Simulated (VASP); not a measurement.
An input for Ansatz (written as the equivalent of a VASP run, and not itself run):

Ansatz 0.2 input:
```yaml
crystal:
  lattice:
    - [1.8004231, -3.1184242, 0.0000000]
    - [1.8004231, 3.1184242, 0.0000000]
    - [0.0000000, 0.0000000, 5.9554322]
  atoms:
    - { symbol: Zn, position: [0.6666670, 0.3333330, 0.5017574] }
    - { symbol: Zn, position: [0.3333330, 0.6666670, 0.0017574] }
    - { symbol: S, position: [0.6666670, 0.3333330, 0.8732426] }
    - { symbol: S, position: [0.3333330, 0.6666670, 0.3732426] }
kpoints:
  mp_grid: { grid: [7, 7, 4] }
hamiltonian:
  xc: pbe
  pseudopotentials: { kind: paw }
scf:
  occupations: { method: gaussian, width: 0.05 }
  max_iter: 100
relax:
  max_steps: 40
  f_tol: 0.02
  cell: { p_target: 20 }
output: { forces: true, stress: true, eigenvalues: true }
```

Task: Write the VASP files for the same calculation (PBE).

Result: This is not unique; one that fits is 
### INCAR
```
# general
SYSTEM  = ZnS
PREC    = Accurate
ENCUT   = 500   # plane-wave cut-off (eV)
LREAL   = .FALSE.
LASPH   = .TRUE.

# electronic loop
EDIFF   = 1E-6
NELM    = 100
ALGO    = Normal   # blocked Davidson
LMAXMIX = 4   # l cut-off of mixed one-centre charges

# smearing
ISMEAR  = 0
SIGMA   = 0.05

# functional
GGA     = PE   # PBE

# ions
IBRION  = 2   # conjugate gradients
NSW     = 40   # most ionic steps
ISIF    = 3
EDIFFG  = -0.02
PSTRESS = 200   # kbar

# output
LWAVE   = .FALSE.
LCHARG  = .FALSE.
```

File KPOINTS:
```
Automatic mesh
0
Gamma
 7 7 4
```

File POSCAR:
```
ZnS
1.0
  1.8004231008  -3.1184241939   0.0000000000
  1.8004231008   3.1184241939   0.0000000000
  0.0000000000   0.0000000000   5.9554322077
Zn S
2 2
Cart
  1.8004231008  -1.0394768102   2.9881822668
  1.8004231008   1.0394768102   0.0104661629
  1.8004231008  -1.0394768102   5.2005370188
  1.8004231008   1.0394768102   2.2228209150
```

POTCAR, in this order: Zn S (PBE.64 set). Program: vasp_std.

Limits of the translation: each code has its own PAW files, so the cut-off isn't converted (ENCUT is set for VASP's; basis.ecutwfc is left out, and Ansatz then takes the one that its files recommend); Ansatz stops its SCF on the density residual and VASP on the energy change (EDIFF).

The compound is ZnS in the wurtzite structure, the high-temperature form. It was relaxed first under an external pressure of 20 GPa.
